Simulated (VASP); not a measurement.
A convergence study with VASP on SnO2 (rutile): one setting is varied, all else stays as given below, so the limit is that of these other settings. Each run relaxes cell and ions from the cell shown. The basis is that of the starting cell, so low cut-offs carry a Pulay error.

```yaml
crystal:
  lattice:
    - [4.74000, 0.00000, 0.00000]
    - [0.00000, 4.74000, 0.00000]
    - [0.00000, 0.00000, 3.19000]
  atoms:
    - { symbol: Sn, position: [0.00000, 0.00000, 0.00000] }
    - { symbol: Sn, position: [0.50000, 0.50000, 0.50000] }
    - { symbol: O, position: [0.30700, 0.30700, 0.00000] }
    - { symbol: O, position: [0.80700, 0.19300, 0.50000] }
    - { symbol: O, position: [0.19300, 0.80700, 0.50000] }
    - { symbol: O, position: [0.69300, 0.69300, 0.00000] }
```

Computed with PBE GGA, VASP's PBE PAW potentials (set 64) (plane waves; VASP). The tightest run used: 800 eV cut-off, 4×4×6 Γ-centred mesh, Gaussian smearing of 0.050 eV, potentials Sn_d O.

Unless said otherwise, spin-orbit coupling is left out, though it shifts the bands of the heavy elements here. Gaps are read on the run's mesh, which can miss a band edge.

```json
[
 {"setting": "ENCUT = 250", "relaxed volume (Å³/atom)": "10.069", "E (eV/atom)": "-6.9619", "gap on the mesh (eV)": "3.261", "plane waves": "656"},
 {"setting": "ENCUT = 300", "relaxed volume (Å³/atom)": "10.959", "E (eV/atom)": "-6.3945", "gap on the mesh (eV)": "2.135", "plane waves": "876"},
 {"setting": "ENCUT = 350", "relaxed volume (Å³/atom)": "11.693", "E (eV/atom)": "-6.2375", "gap on the mesh (eV)": "1.445", "plane waves": "1088"},
 {"setting": "ENCUT = 400", "relaxed volume (Å³/atom)": "12.191", "E (eV/atom)": "-6.2137", "gap on the mesh (eV)": "0.964", "plane waves": "1344"},
 {"setting": "ENCUT = 450", "relaxed volume (Å³/atom)": "12.480", "E (eV/atom)": "-6.2144", "gap on the mesh (eV)": "0.735", "plane waves": "1572"}
]
```

Question: These are the cheaper rows. Estimate the results at ENCUT = 800, and how far the last row shown lies from them.

Answer: 
```json
[
 {"quantity": "relaxed volume (Å³/atom)", "tightest run": "12.610", "last row shown is off by": "-0.129"},
 {"quantity": "E (eV/atom)", "tightest run": "-6.2220", "last row shown is off by": "0.0076"},
 {"quantity": "gap on the mesh (eV)", "tightest run": "0.640", "last row shown is off by": "0.094"}
]
```

Left out are rungs that failed or repeat a setting and relaxations that didn't move; long series are thinned to 24 rows.

The compound is SnO2 in the rutile structure.
